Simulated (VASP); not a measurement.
An input for Ansatz (written as the equivalent of a VASP run, and not itself run):

Ansatz 0.2 input:
```yaml
crystal:
  lattice:
    - [0.0000000, 2.7591000, 2.7591000]
    - [2.7591000, 0.0000000, 2.7591000]
    - [2.7591000, 2.7591000, 0.0000000]
  atoms:
    - { symbol: Si, position: [0.2500000, 0.2500000, 0.2500000] }
    - { symbol: Si, position: [0.7500000, 0.7500000, 0.7500000] }
    - { symbol: Ni, position: [0.0000000, 0.0000000, 0.0000000] }
kpoints:
  mp_grid: { grid: [9, 9, 9] }
hamiltonian:
  xc: pbe
  pseudopotentials: { kind: paw }
scf:
  occupations: { method: methfessel_paxton, width: 0.1 }
  max_iter: 100
output: { forces: true, stress: true, eigenvalues: true }
```

Q: Translate this input to VASP (INCAR, KPOINTS, POSCAR, choice of POTCAR).

A: One answer among several that fit: 
POSCAR:
```
NiSi2
1
    0.0000000000     2.7591000000     2.7591000000
    2.7591000000     0.0000000000     2.7591000000
    2.7591000000     2.7591000000     0.0000000000
Si Ni
2 1
Direct
  0.2500000000   0.2500000000   0.2500000000
  0.7500000000   0.7500000000   0.7500000000
  0.0000000000   0.0000000000   0.0000000000
```

INCAR:
```
! general
SYSTEM  = NiSi2
PREC    = Accurate
ENCUT   = 400
LREAL   = .FALSE.
LASPH   = .TRUE.

! electronic loop
EDIFF   = 1E-6
NELM    = 100
ALGO    = Normal
LMAXMIX = 4

! smearing
ISMEAR  = 1
SIGMA   = 0.1

! functional
GGA     = PE

! ions
ISIF    = 2

! output
LWAVE   = .FALSE.
LCHARG  = .FALSE.
```

File KPOINTS:
```
Automatic mesh
0
Gamma
9 9 9
0 0 0
```

POTCAR, in this order: Si Ni (PBE.64 set). Program: vasp_std.

Limits of the translation: each code has its own PAW files, so the cut-off isn't converted (ENCUT is set for VASP's; basis.ecutwfc is left out, and Ansatz then takes the one that its files recommend); Ansatz stops its SCF on the density residual and VASP on the energy change (EDIFF).

The compound is NiSi2 in the fluorite structure. The cell was not relaxed at this level.
